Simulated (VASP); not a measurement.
# CsFe2C2 (I4/mmm) in VASP: notebook

Runs on CsFe2C2. Level: PBE. Tasks: single point.

All numbers are computed with VASP 6.6.1; they aren't measurements. Logs are shortened: lines on timing, memory, paths and dates and some standing lists are left out, and cuts for length are marked.

## (1) The crystal as given

Symmetry: I4/mmm, No. 139, tetragonal system. The conventional cell has a = 3.781 Å, b = 3.781 Å, c = 13.116 Å, α = 90.00°, β = 90.00°, γ = 90.00°. Cs (site symmetry 4/mmm) has 8 C at 3.43 Å and 4 Cs at 3.78 Å and 8 Fe at 3.78 Å as nearest neighbours. Fe (site symmetry -4m2) has 4 C at 2.20 Å as nearest neighbours. C (site symmetry 4mm) has 4 Fe at 2.20 Å as nearest neighbours.

The cell was built by a generator and needn't be a form met in nature.

## (2) Single point, PBE

INCAR

```
  PREC = Accurate
  ENCUT = 520
  EDIFF = 1E-6
  ISMEAR = -1
  SIGMA = 0.1
  LREAL = False
  LASPH = True
  NELM = 60
  ALGO = Normal
  ISIF = 2
  LWAVE = False
  LCHARG = False
  GGA = PE
  NBANDS = 24
```

KPOINTS

```
Automatic mesh
0
Gamma
  5 5 5
```

POSCAR

```
CsFe2C2
1.0
    0.0000000000      3.7811800000      0.0000000000
    3.7811800000      0.0000000000      0.0000000000
    1.8905900000      1.8905900000     -6.5580140000
Cs Fe C
1 2 2
Direct
    0.0000000000      0.0000000000      0.0000000000
    0.7500000000      0.2500000000      0.5000000000
    0.2500000000      0.7500000000      0.5000000000
    0.3362000000      0.3362000000      0.3276000000
    0.6638000000      0.6638000000      0.6724000000
```

Potentials or basis: VASP PAW PBE potentials, release 64 (Cs_sv, Fe, C).

Launch:

```
cat potpaw_PBE.64/Cs_sv/POTCAR potpaw_PBE.64/Fe/POTCAR potpaw_PBE.64/C/POTCAR > POTCAR
mpirun -np 1 vasp_std > vasp.out
```

OUTCAR:

```text
PREC = Accurate
   ENCUT = 520
   EDIFF = 1E-6
   ISMEAR = -1
   LREAL = False
   LASPH = True
   NELM = 60
   ISIF = 2
   GGA = PE

 ion  position               nearest neighbor table
   1  0.000  0.000  0.000-
   2  0.750  0.250  0.500-   4 2.20   5 2.20   5 2.20   4 2.20   3 2.67   3 2.67   3 2.67   3 2.67

   3  0.250  0.750  0.500-   4 2.20   5 2.20   5 2.20   4 2.20   2 2.67   2 2.67   2 2.67   2 2.67

   4  0.336  0.336  0.328-   3 2.20   2 2.20   2 2.20   3 2.20
   5  0.664  0.664  0.672-   3 2.20   2 2.20   2 2.20   3 2.20

  LATTYP: Found a body centered tetragonal cell.
 ALAT       =     3.7811800000
 C/A-ratio  =     3.4687658350

  Lattice vectors:

 A1 = (  -1.8905900000,   1.8905900000,   6.5580140000)
 A2 = (   1.8905900000,  -1.8905900000,   6.5580140000)
 A3 = (   1.8905900000,   1.8905900000,  -6.5580140000)

Analysis of symmetry for initial positions (statically):
=====================================================================
 Subroutine PRICEL returns:
 Original cell was already a primitive cell.

 Routine SETGRP: Setting up the symmetry group for a
 body centered tetragonal supercell.

 Subroutine GETGRP returns: Found 16 space group operations
 (whereof 16 operations were pure point group operations)
 out of a pool of 16 trial point group operations.

The static configuration has the point symmetry D_4h.

Analysis of symmetry for dynamics (positions and initial velocities):
=====================================================================
 Subroutine PRICEL returns:
 Original cell was already a primitive cell.

 Routine SETGRP: Setting up the symmetry group for a
 body centered tetragonal supercell.

 Subroutine GETGRP returns: Found 16 space group operations
 (whereof 16 operations were pure point group operations)
 out of a pool of 16 trial point group operations.

The dynamic configuration has the point symmetry D_4h.

 Subroutine INISYM returns: Found 16 space group operations
 (whereof 16 operations are pure point group operations),
 and found     1 'primitive' translations

----------------------------------------------------------------------------------------

                                     Primitive cell

  volume of cell :      93.7620

  direct lattice vectors                    reciprocal lattice vectors
     0.000000000  3.781180000  0.000000000     0.000000000  0.264467706  0.076242594
     3.781180000  0.000000000  0.000000000     0.264467706  0.000000000  0.076242594
     1.890590000  1.890590000 -6.558014000     0.000000000  0.000000000 -0.152485188

  length of vectors
     3.781180000  3.781180000  7.082104823     0.275238262  0.275238262  0.152485188

  position of ions in fractional coordinates (direct lattice)
     0.000000000  0.000000000  0.000000000
     0.750000000  0.250000000  0.500000000
     0.250000000  0.750000000  0.500000000
     0.336200000  0.336200000  0.327600000
     0.663800000  0.663800000  0.672400000

  ion indices of the primitive-cell ions
   primitive index   ion index
                 1           1
                 2           2
                 3           3
                 4           4
                 5           5

----------------------------------------------------------------------------------------

 KPOINTS: Automatic mesh

Automatic generation of k-mesh.
 Grid dimensions read from file:
 generate k-points for:    5    5    5

 Generating k-lattice:

  Cartesian coordinates                     Fractional coordinates (reciprocal lattice)
     0.000000000  0.052893541  0.015248519     0.200000000  0.000000000  0.000000000
     0.052893541  0.000000000  0.015248519     0.000000000  0.200000000  0.000000000
     0.000000000  0.000000000 -0.030497038     0.000000000  0.000000000  0.200000000

  Length of vectors
     0.055047652  0.055047652  0.030497038

  Shift w.r.t. Gamma in fractional coordinates (k-lattice)
     0.000000000  0.000000000  0.000000000

 Subroutine IBZKPT returns following result:
 ===========================================

 Found     18 irreducible k-points:

 Following reciprocal coordinates:
            Coordinates               Weight
  0.000000  0.000000  0.000000      1.000000
  0.200000  0.000000  0.000000      8.000000
  0.400000  0.000000  0.000000      8.000000
  0.200000  0.200000  0.000000      8.000000
  0.400000  0.200000  0.000000     16.000000
 -0.400000  0.200000  0.000000     16.000000
[... 10 lines left out ...]
  0.000000  0.000000  0.400000      2.000000
 -0.200000  0.000000  0.400000      4.000000
   k-points           NKPTS =     18   k-points in BZ     NKDIM =     18   number of bands    NBANDS=     24
   number of dos      NEDOS =    301   number of ions     NIONS =      5
   total plane-waves  NPLWV =  42336
   dimension x,y,z NGX =    28 NGY =   28 NGZ =   54
   dimension x,y,z NGXF=    56 NGYF=   56 NGZF=  108
   ions per type =               1   2   2
   NGX,Y,Z   is equivalent  to a cutoff of  12.31, 12.31, 12.68 a.u.
   NGXF,Y,Z  is equivalent  to a cutoff of  24.62, 24.62, 25.35 a.u.
 SYSTEM =  unknown system
   PREC   = accura    normal or accurate (medium, high low for compatibility)
   ISTART =      0    job   : 0-new  1-cont  2-samecut
   ICHARG =      2    charge: 1-file 2-atom 10-const
   ISPIN  =      1    spin polarized calculation?
   LNONCOLLINEAR =      F non collinear calculations
   LSORBIT =      F    spin-orbit coupling
   LASPH  =      T    aspherical Exc in radial PAW
   ENCUT  =  520.0 eV  38.22 Ry    6.18 a.u.   7.03  7.03 13.17*2*pi/ulx,y,z
   NELM   =     60;   NELMIN=  2; NELMDL= -5     # of ELM steps
   EDIFF  = 0.1E-05   stopping-criterion for ELM
   LREAL  =      F    real-space projection
   EDIFFG = 0.1E-04   stopping-criterion for IOM
   NSW    =      0    number of steps for IOM
   IBRION =     -1    ionic relax: 0-MD 1-quasi-New 2-CG
   NFREE  =      0    steps in history (QN), initial steepest desc. (CG)
   ISIF   =      2    stress and relaxation
   ISYM   =      2    0-nonsym 1-usesym 2-fastsym
   POTIM  = 0.5000    time-step for ionic-motion
   TEBEG  =    0.0;   TEEND  =   0.0 temperature during run
   PSTRESS=    0.0 pullay stress
   NELECT =      33.0000    total number of electrons
   NUPDOWN=      -1.0000    fix difference up-down
   EMIN   =  10.00;   EMAX   =-10.00  energy-range for DOS
   EFERMI =   0.00;   METHOD = LEGACY
   ISMEAR =    -1;   SIGMA  =   0.10  broadening in eV -4-tet -1-fermi 0-gaus
   EFERMI_NEDOS =   21; number of points for ismear=-14 and -15
   IALGO  =     38    algorithm
   IMIX   =      4    mixing-type and parameters
     AMIX     =   0.40;   BMIX     =  1.00
     AMIX_MAG =   1.60;   BMIX_MAG =  1.00
  volume/ion in A,a.u.               =      18.75       126.55
  Fermi-wavevector in a.u.,A,eV,Ry     =   1.155856  2.184251 18.177431  1.336003
  Thomas-Fermi vector in A             =   2.292481
   LORBIT       =      0    0 simple, 1 ext, 2 COOP (PROOUT), +10 PAW based schemes
   GGA     = PE    functional components
   LHFCALC =     F    Hartree Fock is set to
   AEXX    =    0.0000 exact exchange contribution
   IVDW    =     0    specifies the selected vdW correction
   LEPSILON=     F    determine dielectric tensor
   LRPA    =     F    only Hartree local field effects (RPA)
 non-spin polarized calculation
  energy-cutoff  :      520.00
  volume of cell :       93.76
 maximum number of plane-waves:      2543
   NGX = 15   NGY = 15   NGZ = 27

 number of electron      32.9999991 magnetization

 Free energy of the ion-electron system (eV)
  ---------------------------------------------------
  ext. energy  EPLUGINS =         0.00000000
  ---------------------------------------------------
  free energy    TOTEN  =       -30.89649957 eV

  energy without entropy =      -30.61008833  energy(sigma->0) =      -30.75329395

 E-fermi :   2.5411     XC(G=0):  -9.8990

 val. band max:        2.5397223248   @ k =   0.2000   0.2000   0.0000
 cond. band min:       2.5942438965   @ k =  -0.2000   0.2000   0.0000
 fundamental gap:      0.0545215717
 Fermi energy:         2.5411016419

 k-point     1 :       0.0000    0.0000    0.0000
  band No.  band energies     occupation
      1     -18.9302      2.00000
      2      -7.8307      2.00000
      3      -7.0330      2.00000
      4      -5.2036      2.00000
      5      -5.0575      2.00000
      6      -5.0575      2.00000
[... 16 lines left out ...]
     23       6.0108      0.00000
     24       6.3955      0.00000

 k-point     2 :       0.2000    0.0000    0.0000
  band No.  band energies     occupation
      1     -18.8697      2.00000
      2      -7.6931      2.00000
      3      -6.8476      2.00000
      4      -5.5801      2.00000
      5      -5.3338      2.00000
      6      -4.9936      2.00000
[... 16 lines left out ...]
     23       6.8122      0.00000
     24       7.4650      0.00000

 k-point     3 :       0.4000    0.0000    0.0000
  band No.  band energies     occupation
      1     -18.7683      2.00000
      2      -7.4346      2.00000
      3      -6.8060      2.00000
      4      -5.9184      2.00000
      5      -5.6133      2.00000
      6      -4.8865      2.00000
[... 16 lines left out ...]
     23       6.9242      0.00000
     24       7.9062      0.00000
[... 352 lines left out ...]
 k-point    17 :       0.0000    0.0000    0.4000
  band No.  band energies     occupation
      1     -18.9291      2.00000
      2      -8.1378      2.00000
      3      -6.5383      2.00000
      4      -5.3029      2.00000
      5      -5.0546      2.00000
      6      -5.0546      2.00000
[... 16 lines left out ...]
     23       6.1613      0.00000
     24       6.9365      0.00000

 k-point    18 :      -0.2000    0.0000    0.4000
  band No.  band energies     occupation
      1     -18.8689      2.00000
      2      -7.8834      2.00000
      3      -6.6873      2.00000
      4      -5.4244      2.00000
      5      -5.3365      2.00000
      6      -4.9916      2.00000
[... 16 lines left out ...]
     23       6.6488      0.00000
     24       7.7236      0.00000

------------------------ aborting loop because EDIFF is reached ----------------------------------------

  FORCE on cell =-STRESS in cart. coord.  units (eV):
  Direction    XX          YY          ZZ          XY          YZ          ZX
  --------------------------------------------------------------------------------------
  -------------------------------------------------------------------------------------
  Total      -14.3916968    -14.3916968     -8.9070787      0.0000000      0.0000000     -0.0000000
  in kB     -245.9209560   -245.9209560   -152.2014634      0.0000000      0.0000000     -0.0000000
  external PRESSURE =    -214.6811251 kB  Pullay stress =       0.0000000 kB

 VOLUME and BASIS-vectors are now :
 -----------------------------------------------------------------------------
  energy-cutoff  :      520.00
  volume of cell :       93.76
      direct lattice vectors                 reciprocal lattice vectors
     0.000000000  3.781180000  0.000000000     0.000000000  0.264467706  0.076242594
     3.781180000  0.000000000  0.000000000     0.264467706  0.000000000  0.076242594
     1.890590000  1.890590000 -6.558014000     0.000000000  0.000000000 -0.152485188

 POSITION                                       TOTAL-FORCE (eV/Angst)
 -----------------------------------------------------------------------------------
      0.00000      0.00000      0.00000        -0.000000      0.000000      0.000000
      1.89059      3.78118     -3.27901         0.000000     -0.000000      0.000000
      3.78118      1.89059     -3.27901         0.000000      0.000000      0.000000
      1.89059      1.89059     -2.14841         0.000000      0.000000     -4.605337
      3.78118      3.78118     -4.40961        -0.000000     -0.000000      4.605337
 -----------------------------------------------------------------------------------
    total drift:                                0.000000      0.000000     -0.000000

  FREE ENERGIE OF THE ION-ELECTRON SYSTEM (eV)
  ---------------------------------------------------
  free  energy   TOTEN  =       -30.8964995660 eV

  energy  without entropy=      -30.6100883323  energy(sigma->0) =      -30.75329395
```

Wall time 26 s (1 thread of Intel Xeon 6975P-C (Granite Rapids), shared host); peak memory 0.2 GiB.

What came out:

- Free energy: -30.8965 eV
- Pressure: -21.5 GPa
- Largest force: 4.605 eV/Å
- Band gap on the k mesh: none (metal or under the smearing width)

Forces in eV/Å, atoms in the order of the input:
```
Cs   0.000  0.000  0.000
Fe   0.000  0.000  0.000
Fe   0.000  0.000  0.000
C    0.000  0.000 -4.605
C    0.000  0.000  4.605
```

Stress tensor (GPa, compression positive):
```
-24.59   0.00   0.00
  0.00 -24.59   0.00
  0.00   0.00 -15.22
```

Levels at points of the mesh, in eV from the Fermi level:
```tsv
k point	band 13	band 14	band 15	band 16	band 17	band 18	band 19	band 20	band 21	band 22
(0.00, 0.00, 0.00)	-1.62	-0.19	0.22	0.35	0.66	0.66	0.84	2.96	3.07	3.07
```

Caveat: so large a pressure means that the cell lies far from this level's equilibrium, or that cutoff or potentials fall short; forces of over 1 eV/Å show positions far from the minimum, so gaps and moduli don't describe the material at rest.

## (3) Single point, PBE

INCAR

```
SYSTEM = CsFe2C2
ALGO     = Fast           ! electronic algorithm
EDIFF    = 1E-7           ! SCF threshold, eV
ENCUT    = 520            ! plane-wave cutoff, eV
GGA      = PE             ! functional
ISIF     = 2              ! what is computed and relaxed
ISMEAR   = -5             ! smearing method
LASPH    = .TRUE.         ! aspherical terms in the spheres
LCHARG   = .TRUE.         ! write CHGCAR
LELF     = .TRUE.         ! ELF
LREAL    = .FALSE.        ! projectors in reciprocal space
LVHAR    = .TRUE.       
LWAVE    = .FALSE.        ! write WAVECAR
NBANDS   = 24             ! bands
NELM     = 60             ! most SCF steps
PREC     = Accurate       ! precision mode
SIGMA    = 0.1            ! smearing width, eV
```

KPOINTS

```
k-points
0
G
  5 5 5
  0 0 0
```

POSCAR is that of step 2.

Potentials or basis: VASP PAW PBE potentials, release 64 (Cs_sv, Fe, C).

Launch:

```
cat potpaw_PBE.64/Cs_sv/POTCAR potpaw_PBE.64/Fe/POTCAR potpaw_PBE.64/C/POTCAR > POTCAR
mpirun -np 1 vasp_std > vasp.out
```

Run time: 37 s. Hardware: 1 thread of Intel Xeon 6975P-C (Granite Rapids), shared host; peak memory 0.21 GiB.

It converged, with:

```
Free energy            : -30.7409 eV
Pressure               : -21.9 GPa
Largest force          : 4.831 eV/Å
Band gap on the k mesh : none (metal or under the smearing width)
```

Forces on the atoms (eV/Å):
```
Cs   0.000  0.000  0.000
Fe   0.000  0.000  0.000
Fe   0.000  0.000  0.000
C    0.000  0.000 -4.831
C    0.000  0.000  4.831
```

Stress tensor (GPa, compression positive):
```
-24.74   0.00   0.00
  0.00 -24.74   0.00
  0.00   0.00 -16.19
```

Levels at points of the mesh, in eV from the Fermi level:
| k point | band 14 | band 15 | band 16 | band 17 | band 18 | band 19 | band 20 | band 21 |
| --- | --- | --- | --- | --- | --- | --- | --- | --- |
| (0.00, 0.00, 0.00) | -0.19 | 0.26 | 0.34 | 0.67 | 0.67 | 0.88 | 2.96 | 3.06 |

Caveat: so large a pressure means that the cell lies far from this level's equilibrium, or that cutoff or potentials fall short; forces of over 1 eV/Å show positions far from the minimum, so gaps and moduli don't describe the material at rest; tetrahedron occupations give inexact forces and stress in metals.

## (4) Single point, PBE

INCAR

```
SYSTEM = CsFe2C2
ALGO = Normal
EDIFF = 1E-7
ENCUT = 520
GGA = PE
ISIF = 2
ISMEAR = -1
LASPH = .TRUE.
LCHARG = .FALSE.
LREAL = .FALSE.
LWAVE = .FALSE.
NBANDS = 24
NELM = 60
PREC = Accurate
SIGMA = 0.1
```

KPOINTS is that of step 3.

POSCAR is that of step 3.

Launch:

```
cat potpaw_PBE.64/Cs_sv/POTCAR potpaw_PBE.64/Fe/POTCAR potpaw_PBE.64/C/POTCAR > POTCAR
mpirun -np 1 vasp_std > vasp.out
```

Run time: 28 s. Hardware: 1 thread of Intel Xeon 6975P-C (Granite Rapids), shared host; peak memory 0.21 GiB.

Results (log left out):

* Free energy: -30.8965 eV
* Pressure: -21.5 GPa
* Largest force: 4.605 eV/Å
* Band gap on the k mesh: none (metal or under the smearing width)

Forces in eV/Å, atoms in the order of the input:
```
Cs   0.000  0.000  0.000
Fe   0.000  0.000  0.000
Fe   0.000  0.000  0.000
C    0.000  0.000 -4.605
C    0.000  0.000  4.605
```

Stress tensor (GPa, compression positive):
```
-24.59   0.00   0.00
  0.00 -24.59   0.00
  0.00   0.00 -15.22
```

Levels at points of the mesh, in eV from the Fermi level:
| k point | band 15 | band 16 | band 17 | band 18 | band 19 | band 20 |
| --- | --- | --- | --- | --- | --- | --- |
| (0.00, 0.00, 0.00) | 0.22 | 0.35 | 0.66 | 0.66 | 0.84 | 2.96 |

Caveat: so large a pressure means that the cell lies far from this level's equilibrium, or that cutoff or potentials fall short; forces of over 1 eV/Å show positions far from the minimum, so gaps and moduli don't describe the material at rest. Spin-orbit coupling is left out, which matters for the levels of Cs.
